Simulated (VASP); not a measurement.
VASP ran on this input.

File KPOINTS:
```
Automatic mesh
0
Gamma
15 15 15
0 0 0
```

**INCAR**
```
# general
SYSTEM  = VGe2
PREC    = Accurate
ENCUT   = 400   # plane-wave cut-off (eV)
LREAL   = F
LASPH   = T

# electronic loop
EDIFF   = 1E-7
NELM    = 100   # most electronic steps
ALGO    = Normal
LMAXMIX = 4   # l cut-off of mixed one-centre charges

# smearing
ISMEAR  = -5   # tetrahedra, Bloechl

# functional
GGA     = PS

# ions
ISIF    = 2

# output
LWAVE   = F
LCHARG  = T
LORBIT  = 11   # lm-projected
NEDOS   = 601   # DOS grid

# other
LEFG    = T
```

File POSCAR:
```
VGe2
4.6753670
 -0.3457509672   0.3457509672   0.8723030126
  0.3457509672  -0.3457509672   0.8723030126
  0.3457509672   0.3457509672  -0.8723030126
V Ge
1 2
Cart
  0.0000000000   0.0000000000   0.0000000000
  0.0000000000  -0.0000000000   0.5914915921
  0.3457509672   0.3457509672   0.2808114205
```

POTCAR, in this order: V_sv Ge_d (PBE.64 set). Program: vasp_std.

Task: Write an equivalent input for Quantum ESPRESSO's pw.x.

Result: One equivalent input (not run):
```
&CONTROL
  calculation = 'scf'
  pseudo_dir = './pseudo'
  outdir = './out'
  tprnfor = .true.
  tstress = .true.
/
&SYSTEM
  ibrav = 0
  nat = 3
  ntyp = 2
  ecutwfc = 84
  occupations = 'tetrahedra'
  input_dft = 'pbesol'
/
&ELECTRONS
  conv_thr = 7.3e-09
  electron_maxstep = 100
/
ATOMIC_SPECIES
  V 50.941 V.upf
  Ge 72.630 Ge.upf
CELL_PARAMETERS angstrom
    -1.6165127    1.6165127    4.0783367
     1.6165127   -1.6165127    4.0783367
     1.6165127    1.6165127   -4.0783367
ATOMIC_POSITIONS crystal
  V    0.0000000  0.0000000  0.0000000
  Ge   0.3390402  0.3390402  0.0000000
  Ge   0.6609598  0.6609598  1.0000000
K_POINTS automatic
  15 15 15 0 0 0
```
Limits of the translation: the potentials are each code's own (VASP's PAW set, PseudoDojo norm-conserving files in pw.x), so ENCUT and ecutwfc are chosen apart and not converted; conv_thr bounds pw.x's estimated SCF error, while EDIFF bounds the energy change between steps; the field gradients of LEFG aren't asked of the other code.

The structure was generated: VGe2 was put into the MoSi2 type (I4/mmm), which need not be its known phase. It was relaxed first, which changed the volume by +7 %.
